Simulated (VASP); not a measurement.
Input for VASP

**POSCAR**
```
InAs
1
    0.0000000000     3.0906000000     3.0906000000
    3.0906000000     0.0000000000     3.0906000000
    3.0906000000     3.0906000000     0.0000000000
In As
1 1
Direct
  0.0000000000   0.0000000000   0.0000000000
  0.2500000000   0.2500000000   0.2500000000
```

### INCAR
```
SYSTEM = InAs
PREC = Accurate
ENCUT = 400
EDIFF = 1E-6
NELM = 100
ALGO = Normal
LREAL = .FALSE.
LASPH = .TRUE.
ISMEAR = 0
SIGMA = 0.05
GGA = PE
LMAXMIX = 4
LWAVE = .FALSE.
LCHARG = .FALSE.
ISIF = 2
```

File KPOINTS:
```
Automatic mesh
0
Gamma
6 6 6
0 0 0
```

POTCAR, in this order: In_d As (PBE.64 set). Program: vasp_gam.

What VASP printed:

standard output:
```
 POSCAR found type information on POSCAR InAs
 POSCAR found :  2 types and       2 ions
 Reading from existing POTCAR
 Reading from existing POTCAR
 LDA part: xc-table for (Slater+PW92), standard interpolation

 -----------------------------------------------------------------------------
|                                                                             |
|     EEEEEEE  RRRRRR   RRRRRR   OOOOOOO  RRRRRR      ###     ###     ###     |
|     E        R     R  R     R  O     O  R     R     ###     ###     ###     |
|     E        R     R  R     R  O     O  R     R     ###     ###     ###     |
|     EEEEE    RRRRRR   RRRRRR   O     O  RRRRRR       #       #       #      |
|     E        R   R    R   R    O     O  R   R                               |
|     E        R    R   R    R   O     O  R    R      ###     ###     ###     |
|     EEEEEEE  R     R  R     R  OOOOOOO  R     R     ###     ###     ###     |
|                                                                             |
|     You are using the Gamma-point-only version with more than one           |
|     k-point or some other non-Gamma k-point.                                |
|                                                                             |
|       ---->  I REFUSE TO CONTINUE WITH THIS SICK JOB ... BYE!!! <----       |
|                                                                             |
 -----------------------------------------------------------------------------
```

Task: Read input and log: which fault does this run have?
A. the Γ-only program was given a k-mesh
B. SIGMA is far too large
C. selective dynamics freezes every atom
D. ICHARG = 11 asks for a fixed density, but there is no CHGCAR

Result: A, the Γ-only program was given a k-mesh. VASP stops with an error: You are using the Gamma-point-only version with more than one k-point or some other non-Gamma k-point. ----> I REFUSE TO CONTINUE WITH THIS SICK JOB ... BYE!!! <----

To mend it, run vasp_std.

The mended run (PBE GGA, plane waves, VASP's PBE PAW potentials (set 64)) converges, and its OSZICAR ends with
```
   1 F= -.77022250E+01 E0= -.77020464E+01  d E =-.357089E-03
```

The compound is InAs in the zinc blende structure. The cell was not relaxed at this level.
